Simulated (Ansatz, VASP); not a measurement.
# WSe2 in two plane-wave programs

Aim: how closely do two programs agree when they are given the same cell, functional and k mesh? The cell is taken from a series of runs on this material, whose earlier steps may have relaxed, scaled, displaced or heated it; both programs get it as it stands.

Program: Ansatz 0.2.0. Level of theory: plane waves, with VASP 6.6.1 beside it; dielectric response at LDA. Results are calculated unless marked as measured.

### 1. The starting structure

The structure is hexagonal, space group P6_3/mmc (No. 194). Conventional cell: a = 3.290 Å, b = 3.290 Å, c = 12.970 Å, α = 90.00°, β = 90.00°, γ = 120.00°. Nearest to W lie 6 Se at 2.53 Å. Nearest to Se lie 3 W at 2.53 Å. Farther neighbours and most contacts between anions are not listed.

### 2. Ansatz: dielectric response, LDA

Ansatz runs on its PAW soft_1 files.

The response to a field tests empty states and converges slowly with the mesh.

Input file input.yaml:

```yaml
crystal:
  lattice:
    - [3.29, 0.0, 0.0]
    - [-1.645, 2.8492235785, 0.0]
    - [0.0, 0.0, 12.97]
  atoms:
    - { symbol: W, position: [0.3333333333, 0.6666666667, 0.25] }
    - { symbol: W, position: [0.6666666667, 0.3333333333, 0.75] }
    - { symbol: Se, position: [0.3333333333, 0.6666666667, 0.621] }
    - { symbol: Se, position: [0.6666666667, 0.3333333333, 0.121] }
    - { symbol: Se, position: [0.3333333333, 0.6666666667, 0.879] }
    - { symbol: Se, position: [0.6666666667, 0.3333333333, 0.379] }
kpoints:
  mp_grid: { grid: [8, 8, 2] }
scf:
  occupations: { method: fixed }
hamiltonian:
  xc: lda
  pseudopotentials: { kind: paw, azcp: { folder: soft_1 }, xc_functional: pbe }
dielectric: {}
```

Launch:

```sh
ansatz run input.yaml --threads 4 --pin off --max-ram 8192MiB --backend cpu --events-out ev --progress --plain --runs-dir out
```

Numbers of over 12 decimals in the logs are rounded to 6 here.

The log of the run:

```text
Engine: ansatz 0.2.0, x86_64-unknown-linux-gnu
Pseudopotentials: kind: paw
Pseudopotential: W, paw, valence charge 14, recommended cutoff 420 eV (normal), soft_1/W.paw.azcp
Pseudopotential: Se, paw, valence charge 16, recommended cutoff 420 eV (normal), soft_1/Se.paw.azcp
Functional definition: SPW92
  exchange = slater_x
  correlation = pw_c
Crystal: 6 atoms, lattice volume = 121.580 Å³
Basis set: ecut = 420 eV, 2419 PW (Γ), exchange–correlation on 48×48×180 points (8 copies of the dense FFT grid, shifted against one another)
Bands: 56, of which v1, the nominal top of the filled ones, is band 46 counted from 1 (45 counted from 0)
Symmetry: 24 space group operations
k-points: 42 of 128 (irreducible under 2 space group operations, time reversal used)
Non-local potential: W, projectors of the file, l = 0: 3, l = 1: 2, l = 2: 2, l = 3: 1
Non-local potential: Se, projectors of the file, l = 0: 2, l = 1: 2, l = 2: 3, l = 3: 1
PAW form: soft (Blöchl's): semilocal exchange-correlation on the pseudo side does not see the compensation charge
PAW frozen core: W, regenerated for the run's functional, and the local potential with it (the file was generated under x = pbe(κ = 0.804, μ = 0.219515), c = pbe(β = 0.066725))
PAW frozen core: Se, regenerated for the run's functional, and the local potential with it (the file was generated under x = pbe(κ = 0.804, μ = 0.219515), c = pbe(β = 0.066725))
PAW one-centre angular grid: W, 590 points (default); XC on 64 Gauss nodes
PAW one-centre angular grid: Se, 590 points (default); XC on 64 Gauss nodes
Initial density: superposition of atomic densities (chi_scale 0.1, normalization cell, long waves kept (reshape's long-wave potential 0.04 eV rms))
Initial wavefunctions: pseudopotential atomic-orbital guess
Functional: x = slater, c = lda
SCF iter   1: F=—  HF=-41799.222092 eV  |F-HF|=—  |Δ(HF+E_count)|=         —  Δρ=3.59e-2  dr2=5.85e0  ethr=3.10e-3  ⟨swp⟩=4.8  Hψ=7239  notcnv=0  defer=248
preconditioner: auto → Resta (q_TF=auto, 2.604 Å⁻¹)  ε∞=6.1  [insulator: Δε(μ)=1.102 eV  Ē_g=8.940 eV  n_scr=40 (ndim 8)  ℏωp=20.2 eV  f_vac=0.022  ε∞_Penn≈6.1]
SCF iter   2: F=—  HF=-41798.309745 eV  |F-HF|=—  |Δ(HF+E_count)|=   9.12e-1  Δρ=2.20e-2  dr2=8.10e-1  ethr=3.10e-3  ⟨swp⟩=2.0  Hψ=3204  notcnv=0  defer=172
SCF iter   3: F=—  HF=-41798.089345 eV  |F-HF|=—  |Δ(HF+E_count)|=   2.20e-1  Δρ=8.39e-3  dr2=2.59e-1  ethr=8.80e-4  ⟨swp⟩=2.3  Hψ=2978  notcnv=0  defer=306
SCF iter   4: F=—  HF=-41798.032409 eV  |F-HF|=—  |Δ(HF+E_count)|=   5.69e-2  Δρ=2.20e-3  dr2=7.66e-3  ethr=2.82e-4  ⟨swp⟩=2.0  Hψ=2944  notcnv=0  defer=312
SCF iter   5: F=—  HF=-41798.030905 eV  |F-HF|=—  |Δ(HF+E_count)|=   1.50e-3  Δρ=9.57e-4  dr2=1.70e-3  ethr=8.32e-6  ⟨swp⟩=2.0  Hψ=4327  notcnv=0  defer=330
SCF iter   6: F=—  HF=-41798.030678 eV  |F-HF|=—  |Δ(HF+E_count)|=   2.27e-4  Δρ=3.25e-4  dr2=1.35e-4  ethr=1.85e-6  ⟨swp⟩=2.0  Hψ=4157  notcnv=0  defer=330
SCF iter   7: F=—  HF=-41798.030721 eV  |F-HF|=—  |Δ(HF+E_count)|=   4.33e-5  Δρ=6.72e-5  dr2=6.07e-6  ethr=1.47e-7  ⟨swp⟩=2.0  Hψ=2857  notcnv=0  defer=130
SCF iter   8: F=—  HF=-41798.030721 eV  |F-HF|=—  |Δ(HF+E_count)|=   2.50e-7  Δρ=2.23e-5  dr2=5.23e-7  ethr=6.60e-9  ⟨swp⟩=2.0  Hψ=4174  notcnv=0  defer=99
SCF iter   9: F=—  HF=-41798.030721 eV  |F-HF|=—  |Δ(HF+E_count)|=   3.33e-7  Δρ=5.70e-6  dr2=2.31e-8  ethr=5.69e-10  ⟨swp⟩=2.0  Hψ=2816  notcnv=0  defer=99
SCF iter  10: F=—  HF=-41798.030721 eV  |F-HF|=—  |Δ(HF+E_count)|=   5.00e-9  Δρ=7.46e-7  dr2=6.21e-10  ethr=2.51e-11  ⟨swp⟩=2.3  Hψ=3326  notcnv=0  defer=99
SCF iter  11: F=-41798.030721 eV  HF=-41798.030721 eV  |F-HF|=1.46e-11  |Δ(HF+E_count)|=  2.18e-10  Δρ=2.21e-7  dr2=4.53e-11  ethr=1.00e-12  ⟨swp⟩=10.2  Hψ=8650  notcnv=0
SCF 1 converged in 11 iterations: F = -41798.030721 eV  dr2 = 4.53e-11
  greatest PAW one-centre occupation: 1.000 electrons in one spin orbital (limit 2), on the Se atom at site 4 (counted from 0), in its partial waves of l = 2
NSCF: frozen V_eff on 2 k-points
DFPT response loops at Γ: preconditioner auto → Resta (q_TF=auto, 2.604 Å⁻¹)  ε∞=7.6 (no band partly filled); β = 1.00, the filter's whole step (`scf.mixing.beta` (0.50) is not read by the response loops at its default; to damp them type it under 1.00, their step now; it binds the ground state too); Broyden in place of MSR1
── the response to a field inside a basis, on 8×8×2 k-points: an SCF that follows is theirs, and a resumed run solves both again ──
Bands: 47, of which v1, the nominal top of the filled ones, is band 46 counted from 1 (45 counted from 0)
k-points: 20 of 128 (irreducible under 8 space group operations)
Initial density: handed on by an earlier stage of this run
Initial wavefunctions: pseudopotential atomic-orbital guess (no wavefunctions were taken with the density)
Eigensolver: Dense (20 Hₖ)
SCF iter   1: F=—  HF=-41797.806366 eV  |F-HF|=—  |Δ(HF+E_count)|=         —  Δρ=5.53e-4  dr2=1.29e-4  ethr=1.00e-1
preconditioner: auto → Resta (q_TF=auto, 2.604 Å⁻¹)  ε∞=8.9  [insulator: Δε(μ)=1.158 eV  Ē_g=7.204 eV  n_scr=40 (ndim 8)  ℏωp=20.2 eV  f_vac=0.040  ε∞_Penn≈8.9]
SCF iter   2: F=—  HF=-41797.806386 eV  |F-HF|=—  |Δ(HF+E_count)|=   1.97e-5  Δρ=3.18e-4  dr2=4.72e-5  ethr=1.40e-7
SCF iter   3: F=—  HF=-41797.806395 eV  |F-HF|=—  |Δ(HF+E_count)|=   8.46e-6  Δρ=4.25e-5  dr2=3.64e-6  ethr=5.13e-8
SCF iter   4: F=—  HF=-41797.806394 eV  |F-HF|=—  |Δ(HF+E_count)|=   5.22e-7  Δρ=1.82e-5  dr2=4.59e-7  ethr=3.96e-9
SCF iter   5: F=-41797.806394 eV  HF=-41797.806394 eV  |F-HF|=1.06e-8  |Δ(HF+E_count)|=   3.09e-8  Δρ=2.95e-6  dr2=2.37e-8  ethr=4.99e-10
SCF 1 converged in 5 iterations: F = -41797.806394 eV  dr2 = 2.37e-8
DFPT response loops at Γ: preconditioner auto → Resta (q_TF=auto, 2.604 Å⁻¹)  ε∞=7.2 (no band partly filled); β = 1.00, the filter's whole step (`scf.mixing.beta` (0.50) is not read by the response loops at its default; to damp them type it under 1.00, their step now; it binds the ground state too); Broyden in place of MSR1
SCF converged after 11 iterations
Free energy (F): -41798.030721 eV
Harris-Foulkes:  -41798.030721 eV  (|F-HF|=1.46e-11)
Internal energy: -41798.030721 eV  (E = F + TS)
E sigma→0 (E₀):  -41798.030721 eV
Fermi energy:    12.239769 eV
--- Per-component energies (eV) ---
  E_band       = -1753.620083
  E_kinetic    = 1291.880711
  E_local      = -12254.161700  (includes V_loc(G=0)·N_el)
  E_nonlocal   = -1439.517387
  E_hartree    = 6293.843101
  E_xc         = -872.393348
  E_vxc        = -827.471620  (∫ρ·V_xc dr)
  E_paw        = -24832.271390  (= ΣΔE_a)
  E_vpaw       = -1112.035328  (= ΣTr[D̂ρ^β])
  E_aug_tail   = -0.001191  (compensation charges beyond the density's cutoff)
  E_ewald      = -9994.845457
  E_core_change = 9.435938  (= ΣΔE_core)
  E_smearing   = -0.000000  (= −TS)
  E_closure    = 0.000000  (closes the sum)
  Σ components = -41798.030721   (vs F -41798.030721, Δ=0.00e0)
--- Band table (eV; the first three rows and the last of 42) ---
  k-point 0: bands = [... 42 lower, 10.7414, 11.1131, 11.2150, 12.2398, 14.8665, 14.8665, 14.9177, 14.9177, ... 6 higher]
  k-point 1: bands = [... 42 lower, 10.7140, 10.7140, 12.0296, 12.0296, 14.8724, 14.8724, 14.8724, 14.8724, ... 6 higher]
  k-point 2: bands = [... 42 lower, 10.5833, 11.1565, 11.3836, 11.8517, 14.2037, 14.4772, 14.6524, 14.6548, ... 6 higher]
  k-point 41: bands = [... 42 lower, 9.9658, 9.9658, 11.3996, 11.3996, 13.9048, 13.9048, 14.6192, 14.6192, ... 6 higher]
--- Dielectric response (ions clamped): 3 representative field directions + reference, inside a basis on a mesh of 128 k-points (Σ response iterations 15) ---
  ε∞ (high-frequency dielectric tensor):
       15.367072     0.000000     0.000000
        0.000000    15.367072     0.000000
        0.000000     0.000000     7.614026
  Born effective charges Z* (e; rows j = field, columns β = displacement):
    site 0:
        -1.27218   -0.00000    0.00000
        -0.00000   -1.27218    0.00000
         0.00000    0.00000   -0.83694
    site 1:
        -1.27218   -0.00000    0.00000
         0.00000   -1.27218    0.00000
         0.00000    0.00000   -0.83694
    site 2:
         0.63609    0.00000    0.00000
        -0.00000    0.63609   -0.00000
         0.00000   -0.00000    0.41847
    site 3:
         0.63609    0.00000    0.00000
        -0.00000    0.63609    0.00000
         0.00000    0.00000    0.41847
    site 4:
         0.63609    0.00000   -0.00000
        -0.00000    0.63609    0.00000
        -0.00000    0.00000    0.41847
    site 5:
         0.63609    0.00000   -0.00000
        -0.00000    0.63609   -0.00000
        -0.00000   -0.00000    0.41847
  Z* charge neutrality: 6.537e-2 e pre-enforcement
  solved inside a basis spanned on kpoints, on 8×8×2 k-points, its susceptibility summed on 14×14×4: ε∞ is read to err by 1.2e-1, Z* by 3.5e-2 e (field_mesh: kpoints solves on kpoints); Z* is corrected for what the basis lacks
```

The column dr2 measures how far the density is from self-consistency, as an energy; F and HF (Harris–Foulkes) agree once it is small.

(Part 1 of 2 ends here.)

[Lines on the potential files, build, host, timing and source positions are cut from VASP's logs without a mark.]

[Logs are printed without paths, hosts, clocks, repeated set-up lines and the standing remarks that a program may print on its own settings, such as how far it seeks lower states.]

[Hosts, paths, dates, database ids (printed as entryN), source tags and the programs' standing remarks are cut or masked in the printed files.]
